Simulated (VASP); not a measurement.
**Hf: relaxation of cell and atoms with LDA**

The system is Hf.

```
Hf
1.0
     3.19670    0.00000    0.00000
    -1.59835    2.76842    0.00000
     0.00000    0.00000    5.05780
Hf
2
Direct
  0.33333 0.66667 0.25000
  0.66667 0.33333 0.75000
```

| Quantity | Value |
| --- | --- |
| Program | VASP 6.6.1 |
| Task | relaxation of cell and atoms |
| Functional | LDA |
| Potentials or basis | VASP PAW LDA potentials, release 64 (Hf_pv) |
| Cutoff | 600 eV |
| k mesh | 15 × 15 × 7 |
| Occupations | methfessel-paxton, width 0.1 eV |
| Spin | no spin polarisation |
| Further INCAR settings | ALGO = Normal; EDIFF = 1e-06; IBRION = 2; EDIFFG = -0.01; NSW = 90; ISIF = 3 |

```json
{
  "Relaxed volume": "20.83 Å³/atom",
  "Relaxed cell": "a = 3.119 Å, b = 3.119 Å, c = 4.944 Å, α = 90.00°, β = 90.00°, γ = 120.00°",
  "Space group after relaxing (to 0.05 Å)": "P6_3/mmc (No. 194)",
  "Energy gained by relaxing": "39.2 meV/atom",
  "Ionic steps": "8",
  "Pressure after relaxing": "0.0 GPa",
  "Band gap on the k mesh": "none (metal or under the smearing width)"
}
```

Step by step:
| step | energy change (eV) | largest force (eV/Å) | pressure (GPa) | volume (Å³) |
| --- | --- | --- | --- | --- |
| 1 | 0.0000 | 0.0000 | -7.71 | 44.76 |
| 2 | 0.0507 | 0.0000 | 12.55 | 38.14 |
| 3 | -0.0783 | 0.0000 | -0.19 | 41.73 |
| 4 | -0.0784 | 0.0000 | -0.02 | 41.67 |
| 5 | -0.0783 | 0.0000 | 0.16 | 41.61 |
| 6 | -0.0784 | 0.0000 | -0.16 | 41.72 |
| 7 | -0.0784 | 0.0000 | -0.08 | 41.68 |
| 8 | -0.0784 | 0.0000 | 0.00 | 41.66 |

Final structure:
```xyz
2
Lattice="3.1191 0.0000 0.0000 -1.5596 2.7013 0.0000 0.0000 0.0000 4.9440" Properties=species:S:1:pos:R:3 pbc="T T T"
Hf    0.0000    1.8008    1.2360
Hf    1.5596    0.9004    3.7080
```

Levels at points of the mesh, in eV from the Fermi level:
| k point | band 6 | band 7 | band 8 | band 9 | band 10 | band 11 | band 12 | band 13 | band 14 |
| --- | --- | --- | --- | --- | --- | --- | --- | --- | --- |
| (0.00, 0.00, 0.00) | -29.80 | -7.56 | -3.95 | 1.05 | 1.12 | 1.12 | 1.40 | 2.00 | 2.00 |

Run time: 60 s on 2 MPI ranks on Intel(R) Xeon(R) 6975P-C (Granite Rapids), on a shared host, peak memory 0.21 GiB a rank.

The run has no spin-orbit coupling, so splittings on Hf are missing. Zero-point motion and thermal expansion aren't in these numbers.
